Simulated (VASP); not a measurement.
```
Cu2O
1.0
    4.18184     0.00000     0.00000
    0.00000     4.18184     0.00000
    0.00000     0.00000     4.18184
Cu O
4 2
Direct
  0.75000   0.25000   0.75000
  0.25000   0.75000   0.75000
  0.75000   0.75000   0.25000
  0.25000   0.25000   0.25000
  0.00000   0.00000   0.00000
  0.50000   0.50000   0.50000
```

Method: PBEsol GGA, VASP's PBE PAW potentials (set 64) (plane waves; VASP 6.6.1). Settings: 620 eV cut-off, 5×5×5 Γ-centred mesh, Gaussian smearing of 0.050 eV, potentials Cu O.

Energy and stress use the plane-wave basis of the starting cell.

### Question
The ions, cell shape and volume at an external pressure of 10.0 GPa are relaxed. Which structure does the run end with?

### Answer

```
Cu2O
1.0
    4.13987     0.00000     0.00000
    0.00000     4.13987     0.00000
    0.00000     0.00000     4.13987
Cu O
4 2
Direct
  0.75000   0.25000   0.75000
  0.25000   0.75000   0.75000
  0.75000   0.75000   0.25000
  0.25000   0.25000   0.25000
  0.00000   0.00000   0.00000
  0.50000   0.50000   0.50000
```
Space group Pn-3m (224), at a tolerance of 0.03 Å.

### Question
How do energy and volume change from the first to the last step?

### Answer
The energy (σ→0) changes by +16.8 meV/atom and the volume by -3.0 %, in 3 ionic steps.

| step | E(σ→0) (eV) | max force (eV/Å) | pressure (GPa) | volume (Å³) |
|---|---|---|---|---|
| 1 | -29.9253 | 0.000 | 4.94 | 73.13 |
| 2 | -29.6844 | 0.000 | 14.78 | 69.13 |
| 3 | -29.8244 | 0.000 | 9.96 | 70.95 |

The compound is Cu2O in the cuprite structure. This run relaxes it under an external pressure of 10 GPa. Symmetry was kept, so distortions that lower it aren't found.
